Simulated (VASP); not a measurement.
**Equation of state of Ba4Si under PBE**

```cif
data_structure
_symmetry_space_group_name_H-M 'Im-3m'
_symmetry_Int_Tables_number 229
_cell_length_a 7.9270
_cell_length_b 7.9270
_cell_length_c 7.9270
_cell_angle_alpha 90.000
_cell_angle_beta 90.000
_cell_angle_gamma 90.000
_cell_volume 498.12
loop_
_atom_site_label
_atom_site_type_symbol
_atom_site_symmetry_multiplicity
_atom_site_Wyckoff_symbol
_atom_site_fract_x
_atom_site_fract_y
_atom_site_fract_z
_atom_site_occupancy
Ba1 Ba 8 c 0.25000 0.25000 0.25000 1
Si1 Si 2 a 0.00000 0.00000 0.00000 1
```

The cell comes from a database or a generator and needn't be the stable form of this composition.

The cell was scaled at fixed shape and fractions and run with VASP, PBE PAW files Ba_sv, Si, 520 eV; PBE, k mesh 5 × 5 × 5 on the cell of 5 atoms, fermi-dirac occupations of 0.05 eV, no spin polarisation, no spin-orbit coupling. Energies are those that the program minimises, any entropy of the smearing included. For a metal such a mesh isn't converged to the digits shown.

```csv
V (Å³/atom),energy over the lowest row (meV/atom)
46.8228,15.188
47.8191,7.909
48.8153,3.097
49.8115,0.532
50.8078,0.000
51.8040,?
52.8002,4.294
```

Question: Fit the third-order Birch-Murnaghan form, give V0, B0 and B′, and predict the energy left open.

Answer: With y = (V0/V)^(2/3), E = E0 + (9 V0 B0/16) [(y - 1)³ B′ + (y - 1)² (6 - 4y)]. Least squares through the rows shown give V0 = 50.5841 Å³/atom, E0 = -0.048 meV, B0 = 15.38 GPa (1 eV/Å³ = 160.218 GPa) and B′ = 3.93, with a largest miss of 0.002 meV. At V = 51.8040 the form with these constants gives 1.310 meV; the run gave 1.310 meV an atom.
